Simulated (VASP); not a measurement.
An input for Ansatz (written as the equivalent of a VASP run, and not itself run):

Ansatz 0.2 input:
```yaml
crystal:
  lattice:
    - [3.1128600, 0.0000000, 0.0000000]
    - [-1.5564300, 2.6958160, 0.0000000]
    - [0.0000000, 0.0000000, 4.8698400]
  atoms:
    - { symbol: Ta, position: [0.6639710, 0.3295920, 0.7635440] }
    - { symbol: Ta, position: [0.3291340, 0.6658850, 0.2277350] }
    - { symbol: N, position: [0.0068940, 0.0045220, 0.0087210] }
kpoints:
  mp_grid: { grid: [10, 10, 6] }
hamiltonian:
  xc: lda
  pseudopotentials: { kind: paw }
scf:
  occupations: { method: methfessel_paxton, width: 0.05 }
  max_iter: 100
output: { forces: true, stress: true, eigenvalues: true }
```

Q: Write the VASP files for the same calculation (LDA).

A: This is not unique; one that fits is 
File POSCAR:
```
Ta2N
1.0
  3.1128600000   0.0000000000   0.0000000000
 -1.5564300000   2.6958160000   0.0000000000
  0.0000000000   0.0000000000   4.8698400000
Ta N
2 1
Cart
  1.5538618905   0.8885193871   3.7183371130
 -0.0118553273   1.7951034372   1.1090330124
  0.0144218804   0.0121904800   0.0424698746
```

**INCAR**
```
SYSTEM = Ta2N
PREC = Accurate
ENCUT = 400
EDIFF = 1E-6
NELM = 100
ALGO = Normal
LREAL = .FALSE.
LASPH = .TRUE.
ISMEAR = 1
SIGMA = 0.05
LMAXMIX = 6
LWAVE = .FALSE.
LCHARG = .FALSE.
ISIF = 2
```

**KPOINTS**
```
K-points
0
G
  10 10 6
0 0 0
```

POTCAR, in this order: Ta_pv N (LDA.64 set). Program: vasp_std.

The two are equivalent in intent, not identical: each code has its own PAW files, so the cut-off isn't converted (ENCUT is set for VASP's; basis.ecutwfc is left out, and Ansatz then takes the one that its files recommend); Ansatz stops its SCF on the density residual and VASP on the energy change (EDIFF); Ansatz's lda is the Perdew-Wang form, while the LDA potentials of VASP carry Perdew-Zunger's.

The structure comes from a computed database's Ta2N entry; how it stands against other phases isn't given here. The cell was not relaxed at this level, atoms are displaced from their ideal sites. The run is one of a series of settings (SIGMA = 0.05 against the base run), some of them coarse on purpose.
